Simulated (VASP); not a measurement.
Energy against volume of AuZn (CsCl type). Level of theory: PBE GGA with D3 dispersion (Becke-Johnson damping), VASP's PBE PAW potentials (set 64) (plane waves; VASP). Numerical set-up: 520 eV cut-off, 12×12×12 Γ-centred mesh, first-order Methfessel-Paxton smearing of 0.10 eV, potentials Zn Au.

```json
[
 {"V (Å³/atom)": "15.004", "E (eV/atom)": "-2.90622"},
 {"V (Å³/atom)": "15.468", "E (eV/atom)": "-2.91319"},
 {"V (Å³/atom)": "15.932", "E (eV/atom)": "-2.90817"},
 {"V (Å³/atom)": "16.396", "E (eV/atom)": "-2.89327"}
]
```

Problem. Fit these four points and predict the energy of the run at 14.540 Å³/atom.

Solution. A cubic in V^(−2/3), the third-order Birch-Murnaghan form, passes through the four points with V0 = 15.49 Å³/atom and B0 = 136 GPa, and gives -2.8847 eV/atom there. The run gave -2.8847 eV/atom, -0.0 meV/atom from the fit; all five points give B0 = 136 GPa.

The compound is AuZn in the CsCl type structure. It was relaxed first.
